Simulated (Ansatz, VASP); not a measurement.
**Cross-check of Si2Ni between VASP and Ansatz**

Aim: how closely do two programs agree when they are given the same cell, functional and k mesh?

Method: plane waves, with VASP 6.6.1 beside it; single point at PBEsol, in Ansatz 0.2.0.

The database entry behind the starting cell differs from later determinations by our own check (0.1 to 0.3 % short, probably kX units), so it need not match the best structure at ambient conditions.

### Step 1. The structure

The structure is cubic, space group Fm-3m (No. 225). Conventional cell: a = 5.393 Å, b = 5.393 Å, c = 5.393 Å, α = 90.00°, β = 90.00°, γ = 90.00°. Nearest to Si lie 4 Ni at 2.34 Å. Nearest to Ni lie 8 Si at 2.34 Å. Farther neighbours are not listed.

### Step 2. Ansatz: single point, PBEsol

Ansatz runs on its default PAW (the set named soft_2) files.

A single point gives forces, pressure and levels at one fixed geometry, so differences don't come from the geometry; what else differs is listed under the comparison.

input.yaml reads:

```yaml
crystal:
  lattice:
    - [0.0, 2.6963158425, 2.6963158425]
    - [2.6963158425, 0.0, 2.6963158425]
    - [2.6963158425, 2.6963158425, 0.0]
  atoms:
    - { symbol: Si, position: [0.25, 0.25, 0.25] }
    - { symbol: Si, position: [0.75, 0.75, 0.75] }
    - { symbol: Ni, position: [0.0, 0.0, 0.0] }
hamiltonian:
  xc: pbesol
  pseudopotentials: { kind: paw }
kpoints:
  mp_grid: { grid: [20, 20, 20] }
scf:
  occupations: { method: fermi_dirac, width: 0.075 }
  n_extra_bands: 4
output:
  forces: true
  stress: true
  eigenvalues: true
```

On the command line:

```sh
ansatz run input.yaml --threads 2 --pin off --max-ram 4608MiB --backend cpu --events-out ev --progress --plain --runs-dir out
```

Numbers of over 12 decimals in the logs are rounded to 6 here.

Output:

```text
scf.n_extra_bands = 4 over 13 filled bands (N_el = 26.0): the run solves 17 bands
Engine: ansatz 0.2.0, aarch64-unknown-linux-gnu
Pseudopotentials: kind: paw
Pseudopotential: Si, paw, valence charge 4, recommended cutoff 420 eV (normal), Si.paw.azcp
Pseudopotential: Ni, paw, valence charge 18, recommended cutoff 420 eV (normal), Ni.paw.azcp
Functional definition: PBEsol
  exchange = pbesol_x
  correlation = pbesol_c
Crystal: 3 atoms, lattice volume = 39.205 Å³
Basis set: ecut = 420 eV, 749 PW (Γ), exchange–correlation on 54×54×54 points (8 copies of the dense FFT grid, shifted against one another)
Bands: 17, of which v1, the nominal top of the filled ones, is band 13 counted from 1 (12 counted from 0)
Symmetry: 48 space group operations
Space group: Fm-3m (ITA 225), of the structure as read, at distance tolerance 3.4e-5 Å
k-points: 256 of 8000
Non-local potential: Si, projectors of the file, l = 0: 2, l = 1: 2, l = 2: 2
Non-local potential: Ni, projectors of the file, l = 0: 3, l = 1: 2, l = 2: 3, l = 3: 1
PAW form: soft (Blöchl's): semilocal exchange-correlation on the pseudo side does not see the compensation charge
PAW frozen core: Si, regenerated for the run's functional, and the local potential with it (the file was generated under x = pbe(κ = 0.804, μ = 0.219515), c = pbe(β = 0.066725))
PAW frozen core: Ni, regenerated for the run's functional, and the local potential with it (the file was generated under x = pbe(κ = 0.804, μ = 0.219515), c = pbe(β = 0.066725))
PAW one-centre angular grid: Si, 110 points (default); XC on 64 Gauss nodes
PAW one-centre angular grid: Ni, 590 points (default); XC on 64 Gauss nodes
Initial density: superposition of atomic densities (neutral atoms: chi_scale 0, normalization atom), corrected by the library's trained network
Initial wavefunctions: pseudopotential atomic-orbital guess
Functional: x = pbesol(κ = 0.804, μ = 0.123457), c = pbesol(β = 0.046)
SCF iter   1: F=—  HF=-7049.338058 eV  |F-HF|=—  |Δ(HF+E_count)|=         —  Δρ=2.34e-2  dr2=1.32e-1  ethr=1.77e-3  ⟨swp⟩=5.1  Hψ=22374  notcnv=0
preconditioner: auto → Kerker (q_TF=auto, 2.548 Å⁻¹)  [metal: Δε(μ)=0.019 eV  Ē_g=8.255 eV  σ=0.075 eV  W_gap=0.06  n_scr=14 (ndim 8)  ℏωp=25.2 eV  f_vac=0.000  D(μ)=0.91/eV (n_scr^D=8)]
SCF iter   2: F=—  HF=-7049.324116 eV  |F-HF|=—  |Δ(HF+E_count)|=   1.39e-2  Δρ=4.90e-3  dr2=7.07e-3  ethr=5.08e-4  ⟨swp⟩=2.0  Hψ=7315  notcnv=0
SCF iter   3: F=—  HF=-7049.323361 eV  |F-HF|=—  |Δ(HF+E_count)|=   7.55e-4  Δρ=1.41e-3  dr2=7.58e-4  ethr=2.72e-5  ⟨swp⟩=1.0  Hψ=4352  notcnv=0
SCF iter   4: F=—  HF=-7049.323230 eV  |F-HF|=—  |Δ(HF+E_count)|=   1.31e-4  Δρ=1.74e-4  dr2=5.05e-6  ethr=2.92e-6  ⟨swp⟩=2.4  Hψ=5619  notcnv=0
SCF iter   5: F=—  HF=-7049.323244 eV  |F-HF|=—  |Δ(HF+E_count)|=   1.33e-5  Δρ=2.77e-5  dr2=3.11e-7  ethr=1.94e-8  ⟨swp⟩=2.0  Hψ=7663  notcnv=0
SCF iter   6: F=-7049.323243 eV  HF=-7049.323244 eV  |F-HF|=3.99e-8  |Δ(HF+E_count)|=   2.75e-9  Δρ=1.33e-5  dr2=6.52e-8  ethr=3.85e-10  ⟨swp⟩=5.8  Hψ=20427  notcnv=0
SCF 1 converged in 6 iterations: F = -7049.323243 eV  dr2 = 6.52e-8
  greatest PAW one-centre occupation: 1.001 electrons in one spin orbital (limit 2), on the Ni atom at site 2 (counted from 0), in its partial waves of l = 1
SCF converged after 6 iterations
Free energy (F): -7049.323243 eV
Harris-Foulkes:  -7049.323244 eV  (|F-HF|=3.99e-8)
Internal energy: -7049.306606 eV  (E = F + TS)
E sigma→0 (E₀):  -7049.314925 eV
Entropy (-TS):   -0.016638 eV (-5.546 meV/atom)
Fermi energy:    13.321236 eV
--- Per-component energies (eV) ---
  E_band       = -342.975569
  E_kinetic    = 371.497737
  E_local      = -4896.298927  (includes V_loc(G=0)·N_el)
  E_nonlocal   = 680.647292
  E_hartree    = 2116.046613
  E_xc         = -198.498787
  E_vxc        = -209.234911  (∫ρ·V_xc dr)
  E_paw        = -2588.846011  (= ΣΔE_a)
  E_vpaw       = -521.703256  (= ΣTr[D̂ρ^β])
  E_aug_tail   = 0.000449  (compensation charges beyond the density's cutoff)
  E_ewald      = -2534.115382
  E_core_change = 0.260410  (= ΣΔE_core)
  E_smearing   = -0.016638  (= −TS)
  E_closure    = 0.000000  (closes the sum)
  Σ components = -7049.323243   (vs F -7049.323243, Δ=0.00e0)
--- Forces (eV/Å), atoms counted from 1 ---
  atom   1  Si    -0.00000000     0.00000000     0.00000000
  atom   2  Si     0.00000000    -0.00000000    -0.00000000
  atom   3  Ni     0.00000000     0.00000000    -0.00000000
  max |Σ_I F_I| component: 1.85e-17 eV/Å
--- Stress (GPa, compression-positive) ---
       -0.217464       0.000000      -0.000000
       -0.000000      -0.217464       0.000000
        0.000000      -0.000000      -0.217464
  P = ⅓ Tr σ = -0.2175 GPa (-2.175 kbar)
--- Band table (eV; the first three rows and the last of 256) ---
  k-point 0: bands = [... 9 lower, 9.7548, 13.0831, 15.0519, 15.0519, 15.0519, 15.5293, 15.5293, 15.5293]
  k-point 1: bands = [... 9 lower, 9.7472, 13.0496, 14.4192, 14.7784, 14.7784, 15.8145, 15.8145, 16.2332]
  k-point 2: bands = [... 9 lower, 9.7269, 12.7560, 13.9606, 14.3724, 14.3724, 16.1979, 16.1979, 17.0704]
  k-point 255: bands = [... 9 lower, 9.5297, 9.6556, 10.0963, 10.8566, 15.5596, 15.5596, 17.8883, 18.5371]
```

Elapsed: 8.6 s, on 2 threads of Arm Neoverse N1, shared host; peak memory 0.42 GiB.

The run ends at a pressure of -0.22 GPa.

### Step 3. VASP: single point, PBEsol

The same cell, functional, mesh and smearing now go to VASP, with its own data sets and cutoff.

Lines of VASP's logs that name or quote its potential files are left out, and so is its time.

INCAR reads:

```
SYSTEM = Si2Ni
PREC = Accurate
ENCUT = 450
EDIFF = 1E-08
NELM = 100
ISMEAR = -1
SIGMA = 0.075
LREAL = .FALSE.
ALGO = Normal
GGA = PS
NBANDS = 33
LASPH = .TRUE.
LORBIT = 11
LWAVE = .FALSE.
LCHARG = .FALSE.
KPAR = 2
ISIF = 2
```

POSCAR reads:

```
Si2Ni
1.0
    0.0000000000      2.6963158425      2.6963158425
    2.6963158425      0.0000000000      2.6963158425
    2.6963158425      2.6963158425      0.0000000000
Si Ni
2 1
Direct
    0.2500000000      0.2500000000      0.2500000000
    0.7500000000      0.7500000000      0.7500000000
    0.0000000000      0.0000000000      0.0000000000
```

KPOINTS reads:

```
Automatic mesh
0
Gamma
20 20 20
0 0 0
```

Potentials, in the order of the species: Si and Ni (PBE family, release 64).

On the command line:

```sh
mpirun -np 2 vasp_std
```

Output:

```text
[banner, memory and clock lines left out]
running    2 mpi-ranks, on    1 nodes
 distrk:  each k-point on    1 cores,    2 groups
 distr:  one band on    1 cores,    1 groups

 POSCAR found type information on POSCAR SiNi
 POSCAR found :  2 types and       3 ions
|                                                                             |
|               ----> ADVICE to this user running VASP <----                  |
|                                                                             |
|     You enforced a specific xc type in the INCAR file but a different       |
|     [... a line on the potential file left out ...]
|     I HOPE YOU KNOW WHAT YOU ARE DOING!                                     |
|                                                                             |

 LDA part: xc-table for (Slater+PW92), standard interpolation
 POSCAR, INCAR and KPOINTS ok, starting setup
 FFT: planning ... GRIDC
 FFT: planning ... GRID_SOFT
 FFT: planning ... GRID
 WAVECAR not read
 entering main loop
       N       E                     dE             d eps       ncg     rms          rms(c)
DAV:   1     0.738626656054E+02    0.73863E+02   -0.57287E+03 17376   0.499E+02
DAV:   2    -0.144560940436E+02   -0.88319E+02   -0.76098E+02 18115   0.135E+02
DAV:   3    -0.211715400686E+02   -0.67154E+01   -0.64614E+01 20779   0.357E+01
DAV:   4    -0.212672491745E+02   -0.95709E-01   -0.95540E-01 19665   0.405E+00
DAV:   5    -0.212684366301E+02   -0.11875E-02   -0.11873E-02 20710   0.450E-01    0.172E+01
DAV:   6    -0.264237633541E+02   -0.51553E+01   -0.22828E+01 21828   0.753E+01    0.252E+01
DAV:   7    -0.191931221221E+02    0.72306E+01   -0.58955E+00 21370   0.451E+01    0.354E+00
DAV:   8    -0.190414374047E+02    0.15168E+00   -0.59129E-01 23076   0.973E+00    0.259E+00
DAV:   9    -0.189929585342E+02    0.48479E-01   -0.16820E-01 23528   0.445E+00    0.740E-01
DAV:  10    -0.189894508587E+02    0.35077E-02   -0.10418E-02 25011   0.122E+00    0.224E-01
DAV:  11    -0.189895171031E+02   -0.66244E-04   -0.69879E-04 19915   0.102E-01    0.242E-02
DAV:  12    -0.189895227770E+02   -0.56740E-05   -0.12699E-05 23408   0.203E-02    0.213E-02
DAV:  13    -0.189895198056E+02    0.29714E-05   -0.34374E-06 20523   0.288E-02    0.231E-03
DAV:  14    -0.189895197216E+02    0.83979E-07   -0.23724E-07 20247   0.203E-03    0.142E-03
DAV:  15    -0.189895197596E+02   -0.37952E-07   -0.15289E-08 19788   0.176E-03    0.321E-04
DAV:  16    -0.189895197684E+02   -0.88310E-08   -0.19127E-09 11952   0.402E-04
   1 F= -.18989520E+02 E0= -.18981189E+02  d E =-.166624E-01
```

Parts of OUTCAR (step 3):

```text
ion  position               nearest neighbor table
   1  0.250  0.250  0.250-   3 2.34   3 2.34   3 2.34   3 2.34   2 2.70   2 2.70   2 2.70   2 2.70
                             2 2.70   2 2.70
   2  0.750  0.750  0.750-   3 2.34   3 2.34   3 2.34   3 2.34   1 2.70   1 2.70   1 2.70   1 2.70
                             1 2.70   1 2.70
   3  0.000  0.000  0.000-   1 2.34   2 2.34   2 2.34   2 2.34   2 2.34   1 2.34   1 2.34   1 2.34

  LATTYP: Found a face centered cubic cell.
 ALAT       =     5.3926316850

 Subroutine GETGRP returns: Found 48 space group operations
 (whereof 48 operations were pure point group operations)

The static configuration has the point symmetry O_h .

 Found    256 irreducible k-points:

   k-points           NKPTS =    256   k-points in BZ     NKDIM =    256   number of bands    NBANDS=     33

   dimension x,y,z NGX =    28 NGY =   28 NGZ =   28
   dimension x,y,z NGXF=    56 NGYF=   56 NGZF=   56

   ENCUT  =  450.0 eV  33.07 Ry    5.75 a.u.   6.60  6.60  6.60*2*pi/ulx,y,z

   NELECT =      18.0000    total number of electrons

 k-points in reciprocal lattice and weights: Automatic mesh
   0.00000000  0.00000000  0.00000000       0.000
   0.05000000  0.00000000  0.00000000       0.001
   0.10000000  0.00000000  0.00000000       0.001
   0.15000000  0.00000000  0.00000000       0.001
   0.20000000  0.00000000  0.00000000       0.001
   0.25000000  0.00000000  0.00000000       0.001
   0.30000000  0.00000000  0.00000000       0.001
   0.35000000  0.00000000  0.00000000       0.001
   0.40000000  0.00000000  0.00000000       0.001
[...]
-0.30000000  0.50000000  0.20000000       0.002
  -0.25000000  0.50000000  0.25000000       0.001

 average (electrostatic) potential at core
       1 -79.5367       2 -79.5367       3 -82.0526

 E-fermi :  10.4718

 k-point     1 :       0.0000    0.0000    0.0000
  band No.  band energies     occupation
    ...
      3       5.2055      2.00000
      4       5.2055      2.00000
      5       6.9078      2.00000
      6       6.9078      2.00000
      7      10.2615      1.88592
      8      12.1937      0.00000
      9      12.1937      0.00000
     10      12.1937      0.00000
     11      12.7133      0.00000
     12      12.7133      0.00000
    ...

 k-point     2 :       0.0500    0.0000    0.0000
  band No.  band energies     occupation
    ...
      3       5.2175      2.00000
      4       5.2175      2.00000
      5       6.9003      2.00000
      6       6.9003      2.00000
      7      10.2232      1.92993
      8      11.5816      0.00000
      9      11.9313      0.00000
     10      11.9313      0.00000
     11      12.9878      0.00000
     12      12.9878      0.00000
    ...

 k-point     3 :       0.1000    0.0000    0.0000
  band No.  band energies     occupation
    ...
      3       5.2525      2.00000
      4       5.2525      2.00000
      5       6.8803      2.00000
      6       6.8803      2.00000
      7       9.9163      1.99879
      8      11.1377      0.00028
      9      11.5304      0.00000
     10      11.5304      0.00000
     11      13.3669      0.00000
     12      13.3669      0.00000
    ...

  Total       -0.0285519     -0.0285519     -0.0285519      0.0000000      0.0000000     -0.0000000
  in kB       -1.1668196     -1.1668196     -1.1668196      0.0000000      0.0000000     -0.0000000
  external PRESSURE =      -1.1668196 kB  Pullay stress =       0.0000000 kB

  energy-cutoff  :      450.00
  volume of cell :       39.21
      direct lattice vectors                 reciprocal lattice vectors
     0.000000000  2.696315842  2.696315842    -0.185438216  0.185438216  0.185438216
     2.696315842  0.000000000  2.696315842     0.185438216 -0.185438216  0.185438216
     2.696315842  2.696315842  0.000000000     0.185438216  0.185438216 -0.185438216

 POSITION                                       TOTAL-FORCE (eV/Angst)
 -----------------------------------------------------------------------------------
      1.34816      1.34816      1.34816         0.000000      0.000000      0.000000
      4.04447      4.04447      4.04447        -0.000000     -0.000000     -0.000000
      0.00000      0.00000      0.00000         0.000000     -0.000000      0.000000
 -----------------------------------------------------------------------------------
    total drift:                               -0.000000     -0.000000      0.000000

  FREE ENERGIE OF THE ION-ELECTRON SYSTEM (eV)
  ---------------------------------------------------
  free  energy   TOTEN  =       -18.9895197684 eV

  energy  without entropy=      -18.9728573710  energy(sigma->0) =      -18.98118857

 total charge
# of ion       s       p       d       tot
------------------------------------------
    1        0.739   0.847   0.000   1.587
    2        0.739   0.847   0.000   1.587
    3        0.569   0.817   8.460   9.847
--------------------------------------------------
tot          2.048   2.512   8.460  13.020

[... 3 further parts left out ...]
```

This run has no spin polarisation, so a moment on Ni, if there is one, isn't seen.

### Step 4. Side by side

Known differences besides the potentials themselves: the data sets hold 26 valence electrons in Ansatz (default PAW (the set named soft_2) files) and 18 in VASP; the cutoff is 420 eV in Ansatz and 450 eV in VASP; Ansatz makes its cores anew for this functional, VASP keeps those of its PBE data sets. Total energies have different zeros and are not compared.

The two programs side by side:

```
                                        quantity  Ansatz   VASP  difference
                                  pressure (GPa)   -0.22  -0.12       -0.10
pressure without Ansatz's Pulay correction (GPa)   -0.27  -0.12       -0.15
```

Ansatz's pressure holds a Pulay correction of 0.05 GPa; VASP's holds none.

### Step 5. Outcome

```
difference in pressure (single point, PBEsol) : -0.10 GPa
```

In words: The difference in pressure is -0.10 GPa (single point, PBEsol), within the 1 GPa picked in this series as the mark of a large difference. 1 further run of this series is not shown here. Such differences can come from data sets, numerical settings and the points named under the comparisons, not from the functional's error against experiment.

[Lines on the potential files, build, host, timing and source positions are cut from VASP's logs without a mark.]

[Logs are printed without paths, hosts, clocks, repeated set-up lines and the standing remarks that a program may print on its own settings, such as how far it seeks lower states.]

[Hosts, paths, dates, database ids (printed as entryN), source tags and the programs' standing remarks are cut or masked in the printed files.]
